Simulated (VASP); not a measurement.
All values below come from r2SCAN meta-GGA, VASP's PBE PAW potentials (set 64) (plane waves; VASP).

A VASP calculation is set up with these files.

File KPOINTS_OPT:
```
k-points along high-symmetry lines
8
Line-mode
Reciprocal
  0.000000   0.000000   0.000000 ! GAMMA
  0.000000   0.500000   0.000000 ! X

  0.000000   0.500000   0.000000 ! X
  0.500000   0.500000   0.000000 ! M

  0.500000   0.500000   0.000000 ! M
  0.000000   0.000000   0.000000 ! GAMMA

  0.000000   0.000000   0.000000 ! GAMMA
  0.500000   0.500000   0.500000 ! R

  0.500000   0.500000   0.500000 ! R
  0.000000   0.500000   0.000000 ! X

  0.500000   0.500000   0.500000 ! R
  0.500000   0.500000   0.000000 ! M

  0.500000   0.500000   0.000000 ! M
  0.500000   0.000000   0.000000 ! X_1
```

### INCAR
```
SYSTEM = WSe2
PREC = Accurate
ENCUT = 400
EDIFF = 1E-7
NELM = 100
ALGO = Normal
LREAL = .FALSE.
LASPH = .TRUE.
ISMEAR = -5
METAGGA = R2SCAN
LMIXTAU = .TRUE.
LMAXMIX = 6
LWAVE = .FALSE.
LCHARG = .FALSE.
LORBIT = 11
NEDOS = 601
ISIF = 2
LEFG = .TRUE.
```

File KPOINTS:
```
Automatic mesh
0
G
  6 6 6
```

**POSCAR**
```
WSe2
6.2042410
  0.9999999527   0.0000000000   0.0000000000
  0.0000000000   0.9999999527   0.0000000000
  0.0000000000   0.0000000000   0.9999999527
W Se
4 8
Cartesian
  0.0000000000   0.0000000000   0.0000000000
  0.4999999763   0.4999999763   0.0000000000
  0.0000000000   0.4999999763   0.4999999763
  0.4999999763   0.0000000000   0.4999999763
  0.3590454229   0.3590454229   0.3590454229
  0.8590453992   0.1409545534   0.6409545298
  0.6409545298   0.8590453992   0.1409545534
  0.1409545534   0.6409545298   0.8590453992
  0.6409545298   0.6409545298   0.6409545298
  0.1409545534   0.8590453992   0.3590454229
  0.3590454229   0.1409545534   0.8590453992
  0.8590453992   0.3590454229   0.1409545534
```

POTCAR, in this order: W_sv Se (PBE.64 set). Program: vasp_std.

What VASP printed:

**OSZICAR**
```
       N       E                     dE             d eps       ncg     rms          rms(c)
DAV:   1     0.733356797459E+03    0.73336E+03   -0.47959E+04  3296   0.140E+03
DAV:   2    -0.270123708338E+03   -0.10035E+04   -0.98170E+03  3482   0.414E+02
DAV:   3    -0.343699765557E+03   -0.73576E+02   -0.71235E+02  3664   0.105E+02
DAV:   4    -0.346249096750E+03   -0.25493E+01   -0.24923E+01  3552   0.181E+01
DAV:   5    -0.346310447332E+03   -0.61351E-01   -0.60967E-01  3610   0.266E+00    0.375E+01
DAV:   6    -0.327828147035E+03    0.18482E+02   -0.29015E+01  3606   0.271E+01    0.108E+01
DAV:   7    -0.318513631356E+03    0.93145E+01   -0.89368E+00  3520   0.109E+01    0.747E+00
DAV:   8    -0.318443745539E+03    0.69886E-01   -0.17092E+00  3534   0.482E+00    0.259E+00
DAV:   9    -0.318784329357E+03   -0.34058E+00   -0.70933E-01  3220   0.317E+00    0.580E-01
DAV:  10    -0.318845107115E+03   -0.60778E-01   -0.16434E-01  3252   0.155E+00    0.273E-01
DAV:  11    -0.318855813515E+03   -0.10706E-01   -0.25616E-02  3250   0.668E-01    0.197E-01
DAV:  12    -0.318859684096E+03   -0.38706E-02   -0.57118E-03  3266   0.318E-01    0.391E-02
DAV:  13    -0.318860566398E+03   -0.88230E-03   -0.12308E-03  3492   0.184E-01    0.435E-02
DAV:  14    -0.318860787887E+03   -0.22149E-03   -0.49079E-04  3284   0.838E-02    0.254E-02
DAV:  15    -0.318860961096E+03   -0.17321E-03   -0.15544E-04  3340   0.490E-02    0.976E-03
DAV:  16    -0.318860983966E+03   -0.22870E-04   -0.22239E-05  3258   0.199E-02    0.528E-03
DAV:  17    -0.318860987213E+03   -0.32476E-05   -0.33896E-06  3554   0.739E-03    0.288E-03
DAV:  18    -0.318860992804E+03   -0.55908E-05   -0.22677E-06  2864   0.690E-03    0.191E-03
DAV:  19    -0.318860993330E+03   -0.52555E-06   -0.40507E-07  2820   0.256E-03    0.131E-03
DAV:  20    -0.318860993250E+03    0.79483E-07   -0.88126E-08  1872   0.149E-03
   1 F= -.31886099E+03 E0= -.31886099E+03  d E =0.000000E+00
       N       E                     dE             ncg
       N       E                     dE             ncg
       N       E                     dE             ncg
```

**OUTCAR**
```
------------------------ aborting loop because EDIFF is reached ----------------------------------------
  FORCE on cell =-STRESS in cart. coord.  units (eV):
  Direction    XX          YY          ZZ          XY          YZ          ZX
  --------------------------------------------------------------------------------------
  Total       -0.0331629     -0.0331629     -0.0331629     -0.0000000     -0.0000000      0.0000000
  in kB       -0.2224831     -0.2224831     -0.2224831     -0.0000000     -0.0000000      0.0000000
  external PRESSURE =      -0.2224831 kB  Pullay stress =       0.0000000 kB
  volume of cell :      238.82
      direct lattice vectors                 reciprocal lattice vectors
     6.204240706  0.000000000  0.000000000     0.161180078  0.000000000  0.000000000
     0.000000000  6.204240706  0.000000000     0.000000000  0.161180078  0.000000000
     0.000000000  0.000000000  6.204240706     0.000000000  0.000000000  0.161180078
 POSITION                                       TOTAL-FORCE (eV/Angst)
 -----------------------------------------------------------------------------------
      0.00000      0.00000      0.00000         0.000000      0.000000     -0.000000
      3.10212      3.10212      0.00000         0.000000      0.000000     -0.000000
      0.00000      3.10212      3.10212         0.000000      0.000000     -0.000000
      3.10212      0.00000      3.10212         0.000000      0.000000     -0.000000
      2.22760      2.22760      2.22760         0.004368      0.004368      0.004368
      5.32972      0.87452      3.97664         0.004368     -0.004368     -0.004368
      3.97664      5.32972      0.87452        -0.004368      0.004368     -0.004368
      0.87452      3.97664      5.32972        -0.004368     -0.004368      0.004368
      3.97664      3.97664      3.97664        -0.004368     -0.004368     -0.004368
      0.87452      5.32972      2.22760        -0.004368      0.004368      0.004368
      2.22760      0.87452      5.32972         0.004368     -0.004368      0.004368
      5.32972      2.22760      0.87452         0.004368      0.004368     -0.004368
 -----------------------------------------------------------------------------------
    total drift:                               -0.000000      0.000000     -0.000000
  FREE ENERGIE OF THE ION-ELECTRON SYSTEM (eV)
  ---------------------------------------------------
  free  energy   TOTEN  =      -318.8609932502 eV

  energy  without entropy=     -318.8609932502  energy(sigma->0) =     -318.86099325

 total charge

# of ion       s       p       d       tot
------------------------------------------
    1        2.316   6.240   3.320  11.876
    2        2.316   6.240   3.320  11.876
    3        2.316   6.240   3.320  11.876
    4        2.316   6.240   3.320  11.876
    5        1.451   2.402   0.077   3.929
    6        1.451   2.402   0.077   3.929
    7        1.451   2.402   0.077   3.929
    8        1.451   2.402   0.077   3.929
    9        1.451   2.402   0.077   3.929
   10        1.451   2.402   0.077   3.929
   11        1.451   2.402   0.077   3.929
   12        1.451   2.402   0.077   3.929
--------------------------------------------------
tot         20.873  44.173  13.893  78.939
```
(Selected blocks of OUTCAR.)

File OUTCAR:
```
 val. band max:        6.4248724999   @ k =   0.5000   0.3333   0.0000

 cond. band min:       6.3709339578   @ k =   0.0000   0.0000   0.0000


 Fermi energy:         6.3965858176

 k-point     1 :       0.0000    0.0000    0.0000
  band No.  band energies     occupation
      1     -69.7825      2.00000
      2     -69.7823      2.00000
      3     -69.7823      2.00000
      4     -69.7823      2.00000
      5     -33.3825      2.00000
      6     -33.3825      2.00000
      7     -33.3825      2.00000
      8     -33.3719      2.00000
      9     -33.3719      2.00000
     10     -33.3700      2.00000
     11     -33.3700      2.00000
     12     -33.3700      2.00000
     13     -33.3568      2.00000
     14     -33.3510      2.00000
     15     -33.3510      2.00000
     16     -33.3510      2.00000
     17      -9.4666      2.00000
     18      -7.7394      2.00000
     19      -7.7394      2.00000
     20      -7.7394      2.00000
     21      -7.1639      2.00000
     22      -7.1639      2.00000
     23      -7.1639      2.00000
     24      -6.1801      2.00000
     25      -0.2898      2.00000
     26      -0.2898      2.00000
     27      -0.2898      2.00000
     28       0.7712      2.00000
     29       0.7712      2.00000
     30       0.7712      2.00000
     31       1.4327      2.00000
     32       1.4327      2.00000
     33       1.4327      2.00000
     34       1.9478      2.00000
     35       1.9478      2.00000
     36       2.0839      2.00000
     37       2.0839      2.00000
     38       2.2940      2.00000
     39       2.2940      2.00000
     40       2.2940      2.00000
     41       4.2129      2.00000
     42       4.6113      2.00000
     43       4.6113      2.00000
     44       4.6113      2.00000
     45       4.6566      2.00000
     46       5.5777      2.00000
     47       5.5777      2.00000
     48       5.5777      2.00000
     49       6.0816      2.00000
     50       6.0816      2.00000
     51       6.3709      1.99554
...
```

For a metal the tetrahedron method with Blöchl corrections gives inexact stress and forces. Unless said otherwise, spin-orbit coupling is left out, though it shifts the bands of the heavy elements here.

The structure was generated: WSe2 was put into the pyrite type (Pa-3), which need not be its known phase. It was relaxed first, which changed the volume by -7 %.
